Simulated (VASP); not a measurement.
Here is the system:

```
CELL_PARAMETERS angstrom
      0.00000     2.82000     2.82000
      2.82000     0.00000     2.82000
      2.82000     2.82000     0.00000
ATOMIC_POSITIONS crystal
  Na 0.00000 0.00000 0.00000
  Cl 0.50000 0.50000 0.50000
```

Computed with G0W0 on PBE orbitals, VASP's PBE PAW potentials (set 64) (plane waves; VASP 6.6.1). Run with PREC = Normal, 500 eV cut-off, 4×4×4 Γ-centred mesh, Gaussian smearing of 0.010 eV, potentials Na_sv_GW Cl_GW.

The mesh is coarse and the basis finite, so the quasiparticle values are not converged.

NBANDS = 160, ENCUTGW = 200 eV, NOMEGA = 64. The PBE levels (eV) that the step starts from are:

```tsv
state	KS energy	filling
k1 (0.00, 0.00, 0.00), band 5	-13.59	2
k1 (0.00, 0.00, 0.00), band 6	-0.93	2
k1 (0.00, 0.00, 0.00), band 7	-0.93	2
k1 (0.00, 0.00, 0.00), band 8	-0.93	2
k1 (0.00, 0.00, 0.00), band 9	4.18	0
k1 (0.00, 0.00, 0.00), band 10	10.10	0
k1 (0.00, 0.00, 0.00), band 11	10.10	0
k1 (0.00, 0.00, 0.00), band 12	10.10	0
k4 (0.25, 0.25, 0.00), band 5	-13.39	2
k4 (0.25, 0.25, 0.00), band 6	-1.99	2
k4 (0.25, 0.25, 0.00), band 7	-1.25	2
k4 (0.25, 0.25, 0.00), band 8	-1.25	2
k4 (0.25, 0.25, 0.00), band 9	6.15	0
k4 (0.25, 0.25, 0.00), band 10	8.15	0
k4 (0.25, 0.25, 0.00), band 11	9.86	0
k4 (0.25, 0.25, 0.00), band 12	11.43	0
k5 (0.50, 0.25, 0.00), band 5	-13.23	2
k5 (0.50, 0.25, 0.00), band 6	-2.50	2
k5 (0.50, 0.25, 0.00), band 7	-1.70	2
k5 (0.50, 0.25, 0.00), band 8	-1.37	2
k5 (0.50, 0.25, 0.00), band 9	7.22	0
k5 (0.50, 0.25, 0.00), band 10	8.31	0
k5 (0.50, 0.25, 0.00), band 11	9.19	0
k5 (0.50, 0.25, 0.00), band 12	11.20	0
```

Q: Give the quasiparticle energies and renormalisation factors Z.

A: 
```tsv
state	QP energy (eV)	Z
k1 (0.00, 0.00, 0.00), band 5	-15.14	0.71
k1 (0.00, 0.00, 0.00), band 6	-2.94	0.79
k1 (0.00, 0.00, 0.00), band 7	-2.94	0.79
k1 (0.00, 0.00, 0.00), band 8	-2.94	0.79
k1 (0.00, 0.00, 0.00), band 9	5.07	0.85
k1 (0.00, 0.00, 0.00), band 10	11.31	0.84
k1 (0.00, 0.00, 0.00), band 11	11.31	0.84
k1 (0.00, 0.00, 0.00), band 12	11.31	0.84
k4 (0.25, 0.25, 0.00), band 5	-14.91	0.71
k4 (0.25, 0.25, 0.00), band 6	-4.13	0.79
k4 (0.25, 0.25, 0.00), band 7	-3.30	0.79
k4 (0.25, 0.25, 0.00), band 8	-3.30	0.79
k4 (0.25, 0.25, 0.00), band 9	7.20	0.84
k4 (0.25, 0.25, 0.00), band 10	9.09	0.84
k4 (0.25, 0.25, 0.00), band 11	11.17	0.83
k4 (0.25, 0.25, 0.00), band 12	12.73	0.82
k5 (0.50, 0.25, 0.00), band 5	-14.75	0.71
k5 (0.50, 0.25, 0.00), band 6	-4.72	0.79
k5 (0.50, 0.25, 0.00), band 7	-3.81	0.79
k5 (0.50, 0.25, 0.00), band 8	-3.44	0.79
k5 (0.50, 0.25, 0.00), band 9	8.28	0.84
k5 (0.50, 0.25, 0.00), band 10	9.53	0.83
k5 (0.50, 0.25, 0.00), band 11	10.28	0.83
k5 (0.50, 0.25, 0.00), band 12	12.60	0.83
```
On the mesh the gap opens from 5.11 to 8.00 eV.

The compound is NaCl in the rock salt structure. The cell was not relaxed at this level. The k-mesh is coarse (spacing up to 0.48 per Å, 2π included), so the numbers may not be converged in it.
